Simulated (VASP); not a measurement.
Set up this calculation in VASP 6.6.1, as the native input.

- Task: single point
- Functional: PBE
- Potentials or basis: VASP PAW PBE potentials, release 64 (Na_pv, Mo_sv, Cl, O)
- Cutoff: 520 eV
- k mesh: 3 × 3 × 5
- Occupations: fermi-dirac, width 0.02 eV
- Spin: no spin polarisation
- Dipole correction: no
- Further INCAR settings: LREAL = Auto; ALGO = Fast; EDIFF = 1e-06; NBANDS = 81

The structure of Na3MoClO4 lies in POSCAR:

```
Na3MoClO4
1.0
    7.4942000000      0.0000000000      0.0000000000
    0.0000000000      7.4942000000      0.0000000000
    0.0000000000      0.0000000000      5.3409000000
Na Mo Cl O
6 2 2 8
Direct
    0.7500000000      0.7500000000      0.0000000000
    0.7500000000      0.2500000000      0.0000000000
    0.2500000000      0.2500000000      0.0000000000
    0.2500000000      0.7500000000      0.0000000000
    0.5000000000      0.0000000000      0.6389324557
    0.0000000000      0.5000000000      0.3610675443
    0.0000000000      0.0000000000      0.5000000000
    0.5000000000      0.5000000000      0.5000000000
    0.5000000000      0.0000000000      0.1554428544
    0.0000000000      0.5000000000      0.8445571456
    0.8102733990      0.0000000000      0.7004933884
    0.5000000000      0.3102733990      0.7004933884
    0.1897266010      0.0000000000      0.7004933884
    0.5000000000      0.6897266010      0.7004933884
    0.3102733990      0.5000000000      0.2995066116
    0.0000000000      0.1897266010      0.2995066116
    0.6897266010      0.5000000000      0.2995066116
    0.0000000000      0.8102733990      0.2995066116
```

The cell isn't the ideal one: ions relaxed at fixed cell.

The input as run:

INCAR

```
PREC = Accurate
ENCUT = 520
EDIFF = 1E-6
ISMEAR = -1
SIGMA = 0.02
LREAL = Auto
LASPH = True
NELM = 100
ALGO = Fast
ISIF = 2
LWAVE = False
LCHARG = False
GGA = PE
NBANDS = 81
```

KPOINTS

```
regular mesh
0
Gamma
  3 3 5
```

Potentials or basis: VASP PAW PBE potentials, release 64 (Na_pv, Mo_sv, Cl, O).

The run is started by

```bash
$ cat potpaw_PBE.64/Na_pv/POTCAR potpaw_PBE.64/Mo_sv/POTCAR potpaw_PBE.64/Cl/POTCAR potpaw_PBE.64/O/POTCAR > POTCAR
$ mpirun -np 1 vasp_std > vasp.out
```

It gave:

```
Pressure               : 1.5 GPa
Largest force          : 0.091 eV/Å
Band gap on the k mesh : 4.32 eV, indirect (least direct gap 4.33 eV)
```

Caveat: an odd mesh through Γ misses points on the zone boundary, where band edges often lie.

Run time: 3.3 min on 1 thread of Intel(R) Xeon(R) Platinum 8488C (Sapphire Rapids), with other jobs on the host, peak memory 0.44 GiB.
